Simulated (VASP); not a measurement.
# LaYSbAs: structure and properties in VASP, part 2 of 5

Wanted: the relaxed cell of LaYSbAs and its properties. The cell is invented: it takes the structure of COD entry 1527913, LaAs (space group 225 there), with some of its atoms replaced by other elements, volume scaled by an estimate. It may not be a known or stable phase.

VASP 6.6.1, plane waves and PAW; the level of theory is named at each step.

Still holding for the runs below: The k-mesh is coarse for a metal.

So far. Step 2 (Rough relaxation of the start cell): It ends with a largest force of 0.028 eV/Å and a pressure of -0.01 GPa.

**3. Full relaxation (SCAN)**

Level of this step: SCAN; plane waves and PAW (La, Sb, Y_sv, As); invented cell (VASP).

Properties are meant for the cell that this level of theory prefers, so cell and atoms are relaxed first (ISIF = 3) until forces and stress are small; EDIFFG sets the threshold.

Contents of INCAR:

```
SYSTEM = LaYSbAs
PREC = Accurate
ENCUT = 400
EDIFF = 1E-06
NELM = 100
ISMEAR = -1
SIGMA = 0.05
LREAL = .FALSE.
ALGO = Normal
METAGGA = SCAN
LASPH = .TRUE.
NBANDS = 22
LORBIT = 11
LWAVE = .FALSE.
LCHARG = .FALSE.
KPAR = 2
IBRION = 2
NSW = 60
ISIF = 3
EDIFFG = -0.01
```

Contents of POSCAR:

```
LaYSbAs
1.0
    2.1822653973      1.2599314560      7.1523843087
   -2.1822653973      1.2599314560      7.1523843087
    0.0000000000     -2.5198629119      7.1523843087
La Sb Y As
1 1 1 1
Direct
    0.2444500708      0.2444500708      0.2444500708
    0.0046382861      0.0046382861      0.0046382861
    0.7549565828      0.7549565828      0.7549565828
    0.4959550603      0.4959550603      0.4959550603
```

Contents of KPOINTS:

```
Automatic mesh
0
Gamma
6 6 6
0 0 0
```

Potentials, in the order of the species: La, Sb, Y_sv and As (PBE family, release 64).

Run with:

```sh
> mpirun -np 2 vasp_std
```

Output:

```text
[banner, memory and clock lines left out]
running    2 mpi-ranks, on    1 nodes
 distrk:  each k-point on    1 cores,    2 groups
 distr:  one band on    1 cores,    1 groups

 POSCAR found type information on POSCAR LaSbY As
 POSCAR found :  4 types and       4 ions
 [... a notice as in an earlier step ...]

 LDA part: xc-table for (None), standard interpolation
 POSCAR, INCAR and KPOINTS ok, starting setup
 FFT: planning ... GRIDC
 FFT: planning ... GRID_SOFT
 FFT: planning ... GRID
 WAVECAR not read
 entering main loop
       N       E                     dE             d eps       ncg     rms          rms(c)
DAV:   1     0.164107552513E+03    0.16411E+03   -0.11031E+04  1408   0.138E+03
DAV:   2    -0.103702343705E+03   -0.26781E+03   -0.25572E+03  1760   0.328E+02
DAV:   3    -0.139782871290E+03   -0.36081E+02   -0.34660E+02  2068   0.140E+02
DAV:   4    -0.143054733898E+03   -0.32719E+01   -0.32503E+01  2622   0.307E+01
DAV:   5    -0.143301693114E+03   -0.24696E+00   -0.24666E+00  2052   0.779E+00    0.243E+01
DAV:   6    -0.134670098851E+03    0.86316E+01   -0.45684E+00  2178   0.126E+01    0.177E+01
DAV:   7    -0.134644749815E+03    0.25349E-01   -0.32014E+00  2324   0.893E+00    0.498E+00
DAV:   8    -0.134587119007E+03    0.57631E-01   -0.71321E-01  2680   0.496E+00    0.118E+00
DAV:   9    -0.134587639072E+03   -0.52007E-03   -0.49112E-02  2204   0.128E+00    0.396E-01
DAV:  10    -0.134585994032E+03    0.16450E-02   -0.47499E-03  2294   0.517E-01    0.169E-01
DAV:  11    -0.134585589784E+03    0.40425E-03   -0.26190E-03  2112   0.415E-01    0.529E-02
DAV:  12    -0.134585404220E+03    0.18556E-03   -0.20325E-04  2510   0.105E-01    0.325E-02
DAV:  13    -0.134585375809E+03    0.28411E-04   -0.13928E-04  2616   0.751E-02    0.173E-02
DAV:  14    -0.134585346200E+03    0.29609E-04   -0.25939E-05  2714   0.262E-02    0.950E-03
DAV:  15    -0.134585388216E+03   -0.42016E-04   -0.61934E-06  2418   0.148E-02    0.685E-03
DAV:  16    -0.134585394866E+03   -0.66496E-05   -0.16102E-06  1794   0.833E-03    0.186E-03
DAV:  17    -0.134585398560E+03   -0.36937E-05   -0.51112E-07  1268   0.663E-03    0.645E-04
DAV:  18    -0.134585401952E+03   -0.33927E-05   -0.25970E-07  1250   0.722E-03    0.227E-04
DAV:  19    -0.134585401258E+03    0.69419E-06   -0.16234E-07  1256   0.537E-03
   1 F= -.13458540E+03 E0= -.13458345E+03  d E =-.134585E+03
 curvature:   0.00 expect dE= 0.000E+00 dE for cont linesearch  0.000E+00
 trial: gam= 0.00000 g(F)=  0.115E-03 g(S)=  0.665E-05 ort = 0.000E+00 (trialstep = 0.100E+01)
 search vector abs. value=  0.122E-03
 bond charge predicted
       N       E                     dE             d eps       ncg     rms          rms(c)
DAV:   1    -0.134585269013E+03    0.13294E-03   -0.13305E-02  1980   0.809E-01    0.513E-02
DAV:   2    -0.134585520784E+03   -0.25177E-03   -0.81985E-04  2006   0.196E-01    0.193E-02
DAV:   3    -0.134585532565E+03   -0.11782E-04   -0.82607E-05  2558   0.722E-02    0.113E-02
DAV:   4    -0.134585530714E+03    0.18517E-05   -0.84501E-06  2370   0.172E-02    0.740E-03
DAV:   5    -0.134585536749E+03   -0.60355E-05   -0.27793E-06  1912   0.107E-02    0.396E-03
DAV:   6    -0.134585541505E+03   -0.47552E-05   -0.59651E-07  1256   0.637E-03    0.673E-04
DAV:   7    -0.134585543512E+03   -0.20077E-05   -0.25282E-07  1166   0.822E-03    0.421E-04
DAV:   8    -0.134585544401E+03   -0.88917E-06   -0.14571E-07  1172   0.468E-03
   2 F= -.13458554E+03 E0= -.13458360E+03  d E =-.143143E-03
[...]
3 F= -.13458556E+03 E0= -.13458362E+03  d E =-.161146E-03
[...]
4 F= -.13458558E+03 E0= -.13458365E+03  d E =-.181914E-03
 curvature:  -0.54 expect dE=-0.777E-05 dE for cont linesearch -0.376E-05
 ZBRENT: increasing intervall
 opt :   1.8090  next Energy=  -134.585589 (dE=-0.188E-03)
 bond charge predicted
       N       E                     dE             d eps       ncg     rms          rms(c)
DAV:   1    -0.134585540925E+03    0.41978E-04   -0.28282E-03  1954   0.372E-01    0.240E-02
DAV:   2    -0.134585606028E+03   -0.65103E-04   -0.17436E-04  1892   0.896E-02    0.863E-03
DAV:   3    -0.134585611688E+03   -0.56597E-05   -0.17359E-05  2324   0.330E-02    0.534E-03
DAV:   4    -0.134585612173E+03   -0.48540E-06   -0.14545E-06  1422   0.907E-03
   5 F= -.13458561E+03 E0= -.13458368E+03  d E =-.210915E-03
 curvature:  -0.83 expect dE=-0.118E-04 dE for cont linesearch -0.103E-06
 trial: gam= 0.14829 g(F)=  0.308E-05 g(S)=  0.111E-04 ort =-0.390E-05 (trialstep = 0.116E+01)
 search vector abs. value=  0.157E-04
 reached required accuracy - stopping structural energy minimisation
```

It took 9.4 min on 2 MPI ranks of Intel Xeon 6975P-C (Granite Rapids), shared host; peak memory 0.9 GiB.

From OUTCAR (step 3):

```text
  LATTYP: Found a trigonal (rhomboedric) cell.
 ALAT       =     7.5832915569
 COS(alpha) =     0.8343735776

The static configuration has the point symmetry C_3v.

 Found     32 irreducible k-points:

   k-points           NKPTS =     32   k-points in BZ     NKDIM =     32   number of bands    NBANDS=     22

   dimension x,y,z NGX =    50 NGY =   50 NGZ =   50
   dimension x,y,z NGXF=   100 NGYF=  100 NGZF=  100

   ENCUT  =  400.0 eV  29.40 Ry    5.42 a.u.  12.37 12.37 12.37*2*pi/ulx,y,z

   NELECT =      32.0000    total number of electrons

 E-fermi :   5.6184

 k-point     1 :       0.0000    0.0000    0.0000
  band No.  band energies     occupation
    ...
      9      -5.0658      2.00000
     10      -3.1338      2.00000
     11       1.7475      2.00000
     12       3.5365      2.00000
     13       3.5365      2.00000
     14       5.7554      0.12132
     15       5.9066      0.00626
     16       5.9066      0.00626
     17       7.0671      0.00000
     18       7.0671      0.00000
    ...

 k-point     2 :       0.1667    0.0000   -0.0000
  band No.  band energies     occupation
    ...
     12       3.4979      2.00000
     13       3.6306      2.00000
     14       4.3743      2.00000
     15       5.0928      1.99995
     16       5.3183      1.99507
     17       6.8763      0.00000
     18       7.6314      0.00000
     19       7.6506      0.00000
     20       7.9647      0.00000
     21       8.0520      0.00000
    ...

  Total       -0.0166500     -0.0166500     -0.0191556      0.0000000     -0.0000000      0.0000000
  in kB       -0.2259329     -0.2259329     -0.2599325      0.0000000     -0.0000000      0.0000000
  external PRESSURE =      -0.2372661 kB  Pullay stress =       0.0000000 kB

  energy-cutoff  :      400.00
  volume of cell :      118.07
      direct lattice vectors                 reciprocal lattice vectors
     2.182450852  1.260038528  7.155946806     0.229100234  0.132271088  0.046581304
    -2.182450852  1.260038528  7.155946806    -0.229100234  0.132271088  0.046581304
     0.000000000 -2.520077056  7.155946806     0.000000000 -0.264542175  0.046581304

 POSITION                                       TOTAL-FORCE (eV/Angst)
 -----------------------------------------------------------------------------------
      0.00000      0.00000      5.25136         0.000000      0.000000      0.001819
      0.00000      0.00000      0.09795         0.000000     -0.000000     -0.004957
      0.00000      0.00000     16.20555         0.000000      0.000000      0.005505
      0.00000      0.00000     10.64691         0.000000     -0.000000     -0.002367
 -----------------------------------------------------------------------------------
    total drift:                               -0.000000     -0.000000     -0.002128

  FREE ENERGIE OF THE ION-ELECTRON SYSTEM (eV)
  ---------------------------------------------------
  free  energy   TOTEN  =      -134.5856121732 eV

  energy  without entropy=     -134.5817556097  energy(sigma->0) =     -134.58368389

 total charge
# of ion       s       p       d       f       tot
--------------------------------------------------
    1        2.011   5.666   0.655   0.122   8.453
    2        1.106   1.466   0.011   0.000   2.582
    3        2.162   6.325   0.859   0.030   9.376
    4        1.197   1.673   0.010   0.000   2.880
--------------------------------------------------
tot          6.475  15.129   1.535   0.152  23.291

[... 2 parts as in an earlier step ...]

[... 7 further parts left out ...]
```

CONTCAR:

```
LaYSbAs
   1.00000000000000
     2.1824508515884697    1.2600385280684478    7.1559468055325945
    -2.1824508515884697    1.2600385280684478    7.1559468055325945
     0.0000000000000000   -2.5200770560368375    7.1559468055325857
  La              Sb              Y               As
     1     1     1     1
Direct
     0.2446149795992450    0.2446149795992450    0.2446149795992450
     0.0045627734880342    0.0045627734880342    0.0045627734880342
     0.7548755101555675    0.7548755101555675    0.7548755101555675
     0.4959467367571463    0.4959467367571463    0.4959467367571463
```

Little changed from the start: no atom moved by 0.005 Å and no cell edge by 0.1 %.

Numbers from this step:

```
irreducible k-points            : 32
free energy (TOTEN)             : -134.5856 eV
energy at zero smearing         : -134.5837 eV
Fermi energy                    : 5.618 eV
pressure                        : -0.02373 GPa
SCF cycles over all ionic steps : 40
```

It ends with a largest force of 0.006 eV/Å and a pressure of -0.02 GPa.

**4. Single point with fields (SCAN)**

The relaxed cell gets a fresh self-consistent run, on a basis set for its own volume, to fix the density and to check the remaining stress.

INCAR, as its differences from that of step 3:

```diff
@@ -14,7 +14,5 @@
 LWAVE = .FALSE.
-LCHARG = .FALSE.
-KPAR = 2
-IBRION = 2
-NSW = 60
-ISIF = 3
-EDIFFG = -0.01
+LCHARG = .TRUE.
+ISIF = 2
+LELF = .TRUE.
+LVHAR = .TRUE.
```

Contents of POSCAR:

```
LaYSbAs
1.0
    2.1824508516      1.2600385281      7.1559468055
   -2.1824508516      1.2600385281      7.1559468055
    0.0000000000     -2.5200770560      7.1559468055
La Sb Y As
1 1 1 1
Direct
    0.2446149796      0.2446149796      0.2446149796
    0.0045627735      0.0045627735      0.0045627735
    0.7548755102      0.7548755102      0.7548755102
    0.4959467368      0.4959467368      0.4959467368
```

KPOINTS is that of step 3.

Run with:

```sh
> mpirun -np 2 vasp_std
```

Output:

```text
[banner, memory and clock lines left out]
running    2 mpi-ranks, on    1 nodes
 distrk:  each k-point on    2 cores,    1 groups
 distr:  one band on    1 cores,    2 groups

 POSCAR found type information on POSCAR LaSbY As
 POSCAR found :  4 types and       4 ions
 [... a notice as in an earlier step ...]

 LDA part: xc-table for (None), standard interpolation
 POSCAR, INCAR and KPOINTS ok, starting setup
 FFT: planning ... GRIDC
 FFT: planning ... GRID_SOFT
 FFT: planning ... GRID
 WAVECAR not read
 entering main loop
       N       E                     dE             d eps       ncg     rms          rms(c)
DAV:   1     0.166237224377E+03    0.16624E+03   -0.11000E+04  1408   0.138E+03
DAV:   2    -0.100503113878E+03   -0.26674E+03   -0.25490E+03  1752   0.327E+02
DAV:   3    -0.139407147148E+03   -0.38904E+02   -0.37156E+02  2176   0.140E+02
DAV:   4    -0.143015366064E+03   -0.36082E+01   -0.35735E+01  2636   0.323E+01
DAV:   5    -0.143299996939E+03   -0.28463E+00   -0.28429E+00  2080   0.819E+00    0.243E+01
DAV:   6    -0.134664674605E+03    0.86353E+01   -0.45279E+00  2120   0.128E+01    0.175E+01
DAV:   7    -0.134647601450E+03    0.17073E-01   -0.33323E+00  2332   0.910E+00    0.528E+00
DAV:   8    -0.134587720054E+03    0.59881E-01   -0.72368E-01  2600   0.487E+00    0.149E+00
DAV:   9    -0.134587446896E+03    0.27316E-03   -0.49333E-02  2292   0.129E+00    0.436E-01
DAV:  10    -0.134586483069E+03    0.96383E-03   -0.57586E-03  2358   0.553E-01    0.184E-01
DAV:  11    -0.134585800941E+03    0.68213E-03   -0.13975E-03  2264   0.286E-01    0.440E-02
DAV:  12    -0.134585665078E+03    0.13586E-03   -0.14088E-04  2406   0.921E-02    0.238E-02
DAV:  13    -0.134585639072E+03    0.26006E-04   -0.76830E-05  2676   0.548E-02    0.137E-02
DAV:  14    -0.134585609332E+03    0.29741E-04   -0.15971E-05  2590   0.210E-02    0.503E-03
DAV:  15    -0.134585637508E+03   -0.28177E-04   -0.26624E-06  2096   0.915E-03    0.237E-03
DAV:  16    -0.134585638275E+03   -0.76679E-06   -0.39067E-07  1274   0.594E-03
   1 F= -.13458564E+03 E0= -.13458371E+03  d E =-.385669E-02
```

Elapsed: 4.1 min, on 2 MPI ranks; peak memory 0.59 GiB.

OUTCAR, selected parts (step 4):

```text
  LATTYP: Found a trigonal (rhomboedric) cell.
 ALAT       =     7.5867228429
 COS(alpha) =     0.8344952347

The static configuration has the point symmetry C_3v.

 Found     32 irreducible k-points:

   NELECT =      32.0000    total number of electrons

 E-fermi :   5.6185

 k-point     1 :       0.0000    0.0000    0.0000
  band No.  band energies     occupation
    ...
      9      -5.0657      2.00000
     10      -3.1337      2.00000
     11       1.7476      2.00000
     12       3.5366      2.00000
     13       3.5366      2.00000
     14       5.7555      0.12130
     15       5.9067      0.00626
     16       5.9067      0.00626
     17       7.0671      0.00000
     18       7.0671      0.00000
    ...

 k-point     2 :       0.1667    0.0000    0.0000
  band No.  band energies     occupation
    ...
     12       3.4980      2.00000
     13       3.6307      2.00000
     14       4.3744      2.00000
     15       5.0928      1.99995
     16       5.3183      1.99507
     17       6.8763      0.00000
     18       7.6313      0.00000
     19       7.6505      0.00000
     20       7.9645      0.00000
     21       8.0518      0.00000
    ...

  Total       -0.0189701     -0.0189701     -0.0218666      0.0000000     -0.0000000      0.0000000
  in kB       -0.2574151     -0.2574151     -0.2967195      0.0000000     -0.0000000      0.0000000
  external PRESSURE =      -0.2705166 kB  Pullay stress =       0.0000000 kB

 POSITION                                       TOTAL-FORCE (eV/Angst)
 -----------------------------------------------------------------------------------
      0.00000      0.00000      5.25136         0.000000      0.000000      0.002217
      0.00000      0.00000      0.09795         0.000000     -0.000000     -0.005578
      0.00000      0.00000     16.20555         0.000000      0.000000      0.005668
      0.00000      0.00000     10.64691         0.000000     -0.000000     -0.002306
 -----------------------------------------------------------------------------------
    total drift:                               -0.000000     -0.000000     -0.001902

  FREE ENERGIE OF THE ION-ELECTRON SYSTEM (eV)
  ---------------------------------------------------
  free  energy   TOTEN  =      -134.5856382751 eV

  energy  without entropy=     -134.5817815865  energy(sigma->0) =     -134.58370993

 total charge
# of ion       s       p       d       f       tot
--------------------------------------------------
    1        2.011   5.666   0.655   0.122   8.453
    2        1.106   1.466   0.011   0.000   2.582
    3        2.162   6.325   0.859   0.030   9.375
    4        1.197   1.673   0.010   0.000   2.880
--------------------------------------------------
tot          6.475  15.129   1.535   0.152  23.291

[... 5 parts as in an earlier step ...]

[... 7 further parts left out ...]
```

Numbers from this step:

| Property | Result |
| --- | --- |
| SCF cycles | 16 |
| Fermi energy | 5.619 eV |
| pressure | -0.02705 GPa |

Valence electrons inside each PAW sphere by angular momentum. Sphere charges, by row:

| atom | s (e) | p (e) | d (e) | f (e) | tot (e) |
| --- | --- | --- | --- | --- | --- |
| La1 | 2.011 | 5.666 | 0.655 | 0.122 | 8.453 |
| Sb2 | 1.106 | 1.466 | 0.011 | 0 | 2.582 |
| Y3 | 2.162 | 6.325 | 0.859 | 0.03 | 9.375 |
| As4 | 1.197 | 1.673 | 0.01 | 0 | 2.88 |

Electrostatic potential energy in the ac plane of the conventional cell at fractional y = 0.333, with atoms of La and Sb and Y and As within 0.2 Å of it. With pseudopotentials it is smooth inside the atoms' cores, unlike the true potential.

Ten even steps from '_' (-64 eV) to '@' (4 eV), each cell a mean:
```
@@@@@@@@@@@@@@@@@@@@@@@@@@@@
@@%%%%%%@@@@@@@@@@@@@@@@@@@@
@@%%%%%%@@@@@@@@@@@@@@@@@@@@
@@@@@@@@@@@@%%++==++==++%%@@
@@@@@@@@@@@@%%++==++==++%%@@
@@%%%%%%@@@@@@@@@@@@@@@@@@@@
@@@@@@@@@@@@@@@@@@@@@@@@@@@@
@@@@@@@@@@@@@@@@@@@@@@@@@@@@
@@@@@@@@@@@@@@@@%%%%%%%%@@@@
@@@@@@@@@@%%##--..__..::**%%
@@@@@@@@@@%%##--______::**%%
@@@@@@@@@@@@@@%%%%%%%%%%@@@@
@@@@@@@@@@@@@@@@@@@@@@@@@@@@
@@@@%%%%@@@@@@@@@@@@@@@@@@@@
@@@@@@@@@@@@@@@@%%##%%%%@@@@
@@@@@@@@@@@@##::______..**@@
@@@@@@@@@@@@%%++::::::==##@@
@@%%%%%%@@@@@@@@@@@@@@@@@@@@
@@%%%%%%@@@@@@@@@@@@@@@@@@@@
@@@@@@@@@@@@@@@@@@@@@@@@@@@@
@@@@@@@@@@@@@@%%%%%%%%%%@@@@
@@@@@@@@@@%%##****++****##%%
@@@@@@@@@@@@%%##******##%%@@
@@@@@@@@@@@@@@@@@@@@@@@@@@@@
```
Columns run along a (4.4 Å; values clipped at the 3rd and 97th percentile), rows up along c (21.5 Å), edges of the conventional cell, whose origin can differ from the input's. Atoms in or near the plane, at fractional coordinates: La at (0.67, 0.58), Sb at (0.67, 0.34), Y at (0.67, 0.09), As at (0.67, 0.83).

ELF in the ac plane of the conventional cell at fractional y = 0.333, with atoms of La and Sb and Y and As within 0.2 Å of it. It is the smooth field of the valence electrons, not physical close to the nuclei.

Ten even steps from '0' (0.05) to '9' (0.82), each cell a mean:
```
66666542000235
12321000111000
01211136888741
41014799878998
51014899878998
00000146777642
23333211000012
89998752000147
68987422232223
12321279988973
12321279978983
68986312343213
67776531000125
01110012233210
20001478999875
73136999767899
52014799888998
11211136888642
12221000111000
56665531000134
78887421222114
12331047878750
35553125666531
89998741000136
```
Columns run along a (4.4 Å), rows up along c (21.5 Å), edges of the conventional cell, whose origin can differ from the input's. Atoms in or near the plane, at fractional coordinates: La at (0.67, 0.58), Sb at (0.67, 0.34), Y at (0.67, 0.09), As at (0.67, 0.83).

Valence density in the ac plane of the conventional cell at fractional y = 0.333, with atoms of La and Sb and Y and As within 0.2 Å of it. It is the smooth field of the valence electrons, not physical close to the nuclei.

Values in e/Å³, 24 rows by 14 columns, each cell a mean:
```
 0.2  0.2  0.2  0.2  0.2  0.1  0.1  0.1  0.0  0.0  0.0  0.1  0.1  0.1
 0.1  0.2  0.2  0.2  0.2  0.1  0.1  0.0  0.0  0.0  0.0  0.0  0.1  0.1
 0.1  0.2  0.2  0.2  0.1  0.1  0.1  0.2  0.2  0.2  0.2  0.2  0.1  0.1
 0.1  0.1  0.1  0.1  0.1  0.2  0.4  0.5  0.4  0.3  0.4  0.5  0.4  0.2
 0.1  0.1  0.1  0.1  0.1  0.2  0.4  0.5  0.4  0.3  0.4  0.5  0.4  0.3
 0.1  0.1  0.1  0.1  0.1  0.1  0.1  0.2  0.2  0.2  0.2  0.2  0.1  0.1
 0.1  0.2  0.2  0.2  0.1  0.1  0.1  0.1  0.0  0.0  0.0  0.1  0.1  0.1
 0.2  0.2  0.3  0.2  0.2  0.1  0.1  0.1  0.0  0.0  0.0  0.1  0.1  0.1
 0.2  0.2  0.2  0.2  0.2  0.1  0.1  0.2  0.2  0.3  0.2  0.2  0.1  0.1
 0.1  0.1  0.1  0.1  0.1  0.2  0.6  1.3  1.4  1.1  1.3  1.3  0.7  0.3
 0.1  0.1  0.1  0.1  0.1  0.2  0.6  1.3  1.4  1.0  1.3  1.4  0.8  0.3
 0.2  0.2  0.2  0.2  0.2  0.1  0.1  0.2  0.3  0.4  0.3  0.2  0.2  0.1
 0.2  0.2  0.3  0.2  0.2  0.1  0.1  0.1  0.0  0.0  0.0  0.1  0.1  0.1
 0.1  0.2  0.2  0.2  0.1  0.1  0.1  0.1  0.1  0.1  0.1  0.1  0.1  0.1
 0.1  0.1  0.1  0.1  0.1  0.1  0.2  0.2  0.3  0.3  0.3  0.3  0.2  0.1
 0.2  0.1  0.1  0.1  0.1  0.2  0.4  0.3  0.1 -0.1  0.0  0.3  0.4  0.3
 0.1  0.1  0.1  0.1  0.1  0.2  0.3  0.4  0.3  0.2  0.3  0.4  0.3  0.2
 0.1  0.2  0.2  0.2  0.1  0.1  0.1  0.2  0.2  0.2  0.2  0.2  0.1  0.1
 0.1  0.2  0.3  0.2  0.2  0.1  0.1  0.0  0.0  0.0  0.0  0.0  0.1  0.1
 0.2  0.2  0.2  0.2  0.2  0.1  0.1  0.1  0.0  0.0  0.0  0.1  0.1  0.1
 0.2  0.2  0.2  0.2  0.2  0.1  0.1  0.2  0.4  0.4  0.4  0.2  0.1  0.1
 0.1  0.1  0.1  0.1  0.1  0.2  0.5  1.7  3.1  3.8  3.3  2.0  0.7  0.2
 0.1  0.1  0.1  0.1  0.1  0.1  0.3  1.0  1.8  2.2  1.9  1.1  0.4  0.2
 0.2  0.2  0.2  0.2  0.2  0.2  0.1  0.1  0.1  0.1  0.1  0.1  0.1  0.1
```
Columns run along a (4.4 Å), rows up along c (21.5 Å), edges of the conventional cell, whose origin can differ from the input's. Atoms in or near the plane, at fractional coordinates: La at (0.67, 0.58), Sb at (0.67, 0.34), Y at (0.67, 0.09), As at (0.67, 0.83).

In this run the pressure is -0.03 GPa, small enough to go on.

[end of part 2 of 5]

[Lines on the potential files, build, host, timing and source positions are cut from VASP's logs without a mark.]

[Logs are printed without paths, hosts, clocks, repeated set-up lines and the standing remarks that a program may print on its own settings, such as how far it seeks lower states.]

[Hosts, paths, dates, database ids (printed as entryN), source tags and the programs' standing remarks are cut or masked in the printed files.]

[A measured line is paired with the nearest computed mode of its activity, which favours agreement.]
